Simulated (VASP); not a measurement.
Be3CdTe4, 8 atoms in the cell. Symmetry: P-4m2, No. 115, tetragonal system. Conventional cell: a = 4.131 Å, b = 4.131 Å, c = 12.076 Å, α = 90.00°, β = 90.00°, γ = 90.00°. Around Be (site symmetry -4m2) lie 4 Te at 2.49 Å. Be (site symmetry 2mm) is surrounded by 4 Te at 2.47 to 2.49 Å. Cd (site symmetry -4m2) has 4 Te at 2.81 Å as nearest neighbours. Te (site symmetry 2mm) has 4 Be at 2.49 Å as nearest neighbours. Around Te (site symmetry 2mm) lie 2 Be at 2.47 Å and 2 Cd at 2.81 Å. The cell was built by a generator and needn't be a form met in nature.

- Program: VASP 6.6.1
- Task: single point
- Functional: PBE
- Potentials or basis: VASP PAW PBE potentials, release 64 (Be, Cd, Te)
- Cutoff: 520 eV
- k mesh: 4 × 4 × 2
- Occupations: gaussian, width 0.05 eV
- Spin: no spin polarisation
- Further INCAR settings: PREC = Normal; LREAL = Auto; ALGO = Fast; EDIFF = 1e-05

Potentials or basis: VASP PAW PBE potentials, release 64 (Be, Cd, Te).

Launch:

```sh
$ cat potpaw_PBE.64/Be/POTCAR potpaw_PBE.64/Cd/POTCAR potpaw_PBE.64/Te/POTCAR > POTCAR
$ mpirun -np 1 vasp_std > vasp.out
```

Hardware: 1 thread of AMD EPYC 7R43 64-Core Processor (Zen 3), with other jobs on the host.

Task: How long does it take, and how much memory?

Result: It took 29 s on 1 thread of AMD EPYC 7R43 64-Core Processor (Zen 3), on a shared host, peak memory 0.18 GiB. Counts: scf iterations 13, k points 12.
